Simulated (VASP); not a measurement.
Given:

```yaml
crystal:
  lattice:
    - [1.49899, -2.64757, 0.00000]
    - [1.49899, 2.64757, 0.00000]
    - [0.00000, 0.00000, 3.62526]
  atoms:
    - { symbol: Mg, position: [0.00000, 0.00000, 0.00000] }
    - { symbol: B, position: [0.33333, 0.66667, 0.50000] }
    - { symbol: B, position: [0.69900, 0.36567, 0.50000] }
```
Cell charge -0.5.

The numbers are results of PBE GGA, VASP's PBE PAW potentials (set 64) (plane waves; VASP), not measurements. Numerical set-up: NELECT = 8.5, 520 eV cut-off, 11×11×8 Γ-centred mesh, Gaussian smearing of 0.050 eV, potentials Mg B.

The cell is charged, with a uniform compensating background.

Task: Which forces act on the atoms, in eV/Å?

Result: 
```csv
atom,Fx,Fy,Fz
Mg1,0.195,0.017,0.000
B2,1.382,-0.273,0.000
B3,-1.577,0.256,0.000
```

Task: Give the stress tensor in GPa (positive for a compressed cell).

Result: 
```
35.84  -1.66   0.00
-1.66  26.25   0.00
 0.00   0.00  10.18
```
The pressure is its mean diagonal, 24.09 GPa.

The compound is MgB2 in the AlB2 type structure. The cell was not relaxed at this level, atoms are displaced from their ideal sites. The run is one of a series of settings (ISMEAR = 0, NELECT = 8.5, SIGMA = 0.05 against the base run), some of them coarse on purpose.
